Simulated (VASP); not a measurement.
# RbCdN3O6: single point with PBE

Crystal: RbCdN3O6.

```
Cd N O Rb
1.0
     5.47225   -0.17455   -0.70385
    -0.24238    5.93871   -0.61540
     0.18845   -2.13132    5.66082
Cd N O Rb
1 3 6 1
Direct
  0.21540 0.39321 0.74561
  0.08109 0.89637 0.38259
  0.10014 0.91584 0.77677
  0.87803 0.84833 0.69641
  0.17236 0.93241 0.10373
  0.74256 0.98549 0.34158
  0.27298 0.28095 0.30549
  0.53144 0.62301 0.61030
  0.29776 0.66828 0.33162
  0.64043 0.12351 0.46932
  0.75521 0.36812 0.11577
```

The cell was built by a generator and needn't be a form met in nature.

| Quantity | Value |
| --- | --- |
| Program | VASP 6.6.1 |
| Task | single point |
| Functional | PBE |
| Potentials or basis | VASP PAW PBE potentials, release 64 (Cd, N, O, Rb_sv) |
| Cutoff | 520 eV |
| k mesh | 3 × 3 × 3 |
| Occupations | fermi-dirac, width 0.05 eV |
| Spin | no spin polarisation |
| Dipole correction | no |
| Further INCAR settings | ALGO = Fast; EDIFF = 1e-07; NBANDS = 47 |

* Pressure: -1.1 GPa
* Largest force: 21.030 eV/Å
* Band gap on the k mesh: none (metal or under the smearing width)

Forces on the atoms (eV/Å):
```
Cd    1.037   0.875  -1.320
N     3.957  -0.822  -3.078
N    -9.167  -1.355  -1.825
N     9.087   1.809   1.774
O     0.014   0.268   4.276
O     9.825 -10.787 -15.136
O    -0.407  -1.442  -0.575
O    -1.215  -1.152  -0.062
O    -2.524   1.722   0.743
O   -10.448  10.897  14.641
Rb   -0.159  -0.013   0.561
```

Stress tensor (GPa, compression positive):
```
-6.76 -6.01 -6.20
-6.01 -0.63  3.99
-6.20  3.99  4.01
```

Levels at points of the mesh, in eV from the Fermi level:
```tsv
k point	band 32	band 33	band 34	band 35	band 36	band 37	band 38	band 39	band 40	band 41
(0.00, 0.00, 0.00)	-1.35	-1.14	-0.73	-0.38	-0.07	0.02	0.25	0.50	1.29	1.74
```

It took 2.8 min on 1 thread of Intel(R) Xeon(R) 6975P-C (Granite Rapids) (shared host), peak memory 0.37 GiB.

Caveat: the k mesh is coarse (spacing up to 0.39 Å⁻¹), so the values aren't converged; the standard files for N, O and F lose accuracy on very short bonds.
